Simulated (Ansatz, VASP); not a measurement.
# Two plane-wave programs on MgCdSeS2

INCAR

```
SYSTEM = MgCdSeS2
  PREC = Accurate
  ENCUT = 520
  EDIFF = 1E-7
  ISMEAR = 0
  SIGMA = 0.1
  LREAL = .FALSE.
  LASPH = .TRUE.
  NELM = 60
  ALGO = Normal
  ISIF = 2
  LWAVE = .FALSE.
  LCHARG = .TRUE.
  GGA = PE
  LELF = .TRUE.
  LVHAR = .TRUE.
  NBANDS = 24
```

The input KPOINTS:

```
regular mesh
0
G
  4 4 4
  0 0 0
```

POSCAR

```
MgCdSeS2
1.0
   -2.4531026700      3.0069593300      4.6133275300
    2.4531026700     -3.0069593300      4.6133275300
    2.4531026700      3.0069593300     -4.6133275300
Mg Cd Se S
1 1 1 2
Direct
    0.0000000000      0.5000000000      0.5000000000
    0.5000000000      0.5000000000      0.0000000000
    0.0000000000      0.0000000000      0.0000000000
    0.7825578600      0.7825578600      0.0000000000
    0.2174421400      0.2174421400      0.0000000000
```

Input for Ansatz:

```yaml
crystal:
  lattice:
    - [-2.45310267, 3.00695933, 4.61332753]
    - [2.45310267, -3.00695933, 4.61332753]
    - [2.45310267, 3.00695933, -4.61332753]
  atoms:
    - { symbol: Mg, position: [0.0, 0.5, 0.5] }
    - { symbol: Cd, position: [0.5, 0.5, 0.0] }
    - { symbol: Se, position: [0.0, 0.0, 0.0] }
    - { symbol: S, position: [0.78255786, 0.78255786, 0.0] }
    - { symbol: S, position: [0.21744214, 0.21744214, 0.0] }
basis:
  ecutwfc: 420
kpoints:
  mp_grid: { grid: [4, 4, 4] }
hamiltonian:
  xc: pbe
scf:
  occupations: { method: gaussian, width: 0.1 }
  lower_state_search: "off"
output:
  forces: true
  stress: true
  eigenvalues: true
```

Alike in both runs: task single point; functional PBE; k mesh 4 × 4 × 4; occupations gaussian, width 0.1 eV; no spin polarisation.

|  | VASP | Ansatz |
| --- | --- | --- |
| version | VASP 6.6.1 | Ansatz 0.2.0 |
| potentials or method | VASP PAW PBE potentials, release 64 (Mg, Cd, Se, S) | scalar-relativistic, plane waves, PAW |
| plane-wave cutoff (eV) | 520 | 420 |
| valence electrons in the cell | 32 | 58 |

|  | VASP | Ansatz | Ansatz less VASP |
| --- | --- | --- | --- |
| gap on the k mesh at the Fermi level (eV) | none | none | - |
| pressure (GPa) | 11.2 | 11.2 | -0.02 |
| largest component of the traceless stress (GPa) | 17.63 | 17.55 | -0.078 |
| rms of the force components (eV/Å) | 2.629 | 2.651 | +0.0218 |

Atom by atom the forces differ by 0.022 eV/Å (rms over components). A gap of «none» marks a metal or a gap that the smearing closes. The two sets of potentials don't hold the same shells in valence.

Caveats: the k mesh is coarse (spacing up to 0.41 Å⁻¹), so the values aren't converged; forces of over 1 eV/Å show positions far from the minimum, so gaps and moduli don't describe the material at rest.
